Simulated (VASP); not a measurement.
Output of a VASP run:

File OSZICAR:
```
       N       E                     dE             d eps       ncg     rms          rms(c)
DAV:   1     0.494401393420E+02    0.49440E+02   -0.88713E+03  1664   0.124E+03
DAV:   2    -0.495587352560E+01   -0.54396E+02   -0.53282E+02  1679   0.311E+02
DAV:   3    -0.834626907470E+01   -0.33904E+01   -0.31343E+01  2296   0.407E+01
DAV:   4    -0.848765193619E+01   -0.14138E+00   -0.13840E+00  2173   0.909E+00
DAV:   5    -0.849231263115E+01   -0.46607E-02   -0.46471E-02  2387   0.115E+00    0.237E+01
DAV:   6    -0.849403100624E+01   -0.17184E-02   -0.26086E-02  2511   0.153E+00    0.142E+01
DAV:   7    -0.850383409113E+01   -0.98031E-02   -0.48683E-02  2526   0.212E+00    0.247E-01
DAV:   8    -0.850360614491E+01    0.22795E-03   -0.26325E-03  2109   0.433E-01    0.626E-02
DAV:   9    -0.850363259079E+01   -0.26446E-04   -0.22658E-04  2247   0.139E-01    0.340E-02
DAV:  10    -0.850362517954E+01    0.74113E-05   -0.39438E-05  2224   0.497E-02    0.448E-02
DAV:  11    -0.850362677611E+01   -0.15966E-05   -0.52694E-06  1989   0.194E-02    0.139E-03
DAV:  12    -0.850362705974E+01   -0.28364E-06   -0.41724E-07  2187   0.622E-03    0.364E-03
DAV:  13    -0.850362690340E+01    0.15635E-06   -0.53731E-08  1242   0.201E-03    0.252E-04
DAV:  14    -0.850362690509E+01   -0.16889E-08   -0.89094E-09  1222   0.110E-03
   1 F= -.85036269E+01 E0= -.85029086E+01  d E =-.850363E+01
       N       E                     dE             d eps       ncg     rms          rms(c)
DAV:   1    -0.850585910600E+01   -0.22322E-02   -0.82814E-02  1664   0.218E+00    0.192E-01
DAV:   2    -0.850485274972E+01    0.10064E-02   -0.17231E-03  2194   0.441E-01    0.111E-01
DAV:   3    -0.850435475374E+01    0.49800E-03   -0.59679E-04  2115   0.208E-01    0.492E-02
DAV:   4    -0.850436128229E+01   -0.65286E-05   -0.11983E-04  2407   0.843E-02    0.279E-02
DAV:   5    -0.850436182024E+01   -0.53795E-06   -0.26692E-06  2243   0.131E-02    0.114E-02
DAV:   6    -0.850436161851E+01    0.20174E-06   -0.40453E-07  2052   0.552E-03    0.201E-03
DAV:   7    -0.850436157852E+01    0.39988E-07   -0.41377E-08  1062   0.218E-03
   2 F= -.85043616E+01 E0= -.85037069E+01  d E =-.734673E-03
       N       E                     dE             d eps       ncg     rms          rms(c)
DAV:   1    -0.850535384975E+01   -0.99223E-03   -0.45291E-02  1664   0.161E+00    0.142E-01
DAV:   2    -0.850479851071E+01    0.55534E-03   -0.94450E-04  2184   0.327E-01    0.836E-02
DAV:   3    -0.850452411082E+01    0.27440E-03   -0.33063E-04  2097   0.155E-01    0.374E-02
DAV:   4    -0.850452802510E+01   -0.39143E-05   -0.66369E-05  2347   0.628E-02    0.210E-02
DAV:   5    -0.850452829433E+01   -0.26923E-06   -0.14887E-06  2220   0.971E-03    0.884E-03
DAV:   6    -0.850452814873E+01    0.14560E-06   -0.22791E-07  1784   0.416E-03    0.156E-03
DAV:   7    -0.850452811982E+01    0.28906E-07   -0.26622E-08  1002   0.176E-03
   3 F= -.85045281E+01 E0= -.85038911E+01  d E =-.901215E-03
```

### OUTCAR
```
------------------------ aborting loop because EDIFF is reached ----------------------------------------
  FORCE on cell =-STRESS in cart. coord.  units (eV):
  Direction    XX          YY          ZZ          XY          YZ          ZX
  --------------------------------------------------------------------------------------
  Total        0.0115779      0.0115779      0.0144484      0.0000000      0.0000000      0.0000000
  in kB        0.2812958      0.2812957      0.3510365      0.0000000      0.0000000      0.0000000
  external PRESSURE =       0.3045427 kB  Pullay stress =       0.0000000 kB
  volume of cell :       65.94
      direct lattice vectors                 reciprocal lattice vectors
     1.828158198 -3.166462672 -0.000000000     0.273499307 -0.157904909 -0.000000000
     1.828158198  3.166462672 -0.000000000     0.273499307  0.157904909  0.000000000
     0.000000000 -0.000000000  5.695869809     0.000000000 -0.000000000  0.175565811
 POSITION                                       TOTAL-FORCE (eV/Angst)
 -----------------------------------------------------------------------------------
      1.82816      1.05549      1.42397        -0.000000      0.000000      0.000000
      1.82816     -1.05549      4.27190         0.000000     -0.000000      0.000000
 -----------------------------------------------------------------------------------
    total drift:                                0.000004      0.000105     -0.000011
  FREE ENERGIE OF THE ION-ELECTRON SYSTEM (eV)
  ---------------------------------------------------
  free  energy   TOTEN  =        -8.5045281198 eV

  energy  without entropy=       -8.5026170120  energy(sigma->0) =       -8.50389108

 reached required accuracy - stopping structural energy minimisation
```
(Selected blocks of OUTCAR.)

### POSCAR
```
Dy
1
    1.8346360865    -3.1776827024     0.0000000000
    1.8346360865     3.1776827024     0.0000000000
    0.0000000000     0.0000000000     5.6557179002
Dy
2
Direct
  0.3333330000   0.6666670000   0.2500000000
  0.6666670000   0.3333330000   0.7500000000
```

Question: Write an INCAR and KPOINTS that could have produced this output.

Answer: Several could match; the one computed here: the input of the run itself, revPBE GGA, plane waves, VASP's PBE PAW potentials (set 64).

**INCAR**
```
SYSTEM = Dy
PREC = Accurate; ENCUT = 520; LREAL = F
LASPH = T
EDIFF = 1E-7; NELM = 100; ALGO = Normal
LMAXMIX = 6
ISMEAR = 1; SIGMA = 0.1
GGA = RE
IBRION = 2; NSW = 30; ISIF = 4
EDIFFG = -0.01
LWAVE = F; LCHARG = F
```

**KPOINTS**
```
Automatic
0
Gamma
11 11 7
0 0 0
```

POTCAR, in this order: Dy_3 (PBE.64 set). Program: vasp_std.

The 4f electrons are frozen in the core of the lanthanide potential, so 4f levels, which can set the real gap, and their magnetism are missing.

The compound is Dy in the hcp structure. This run relaxes it. Symmetry was kept, so distortions that lower it aren't found.
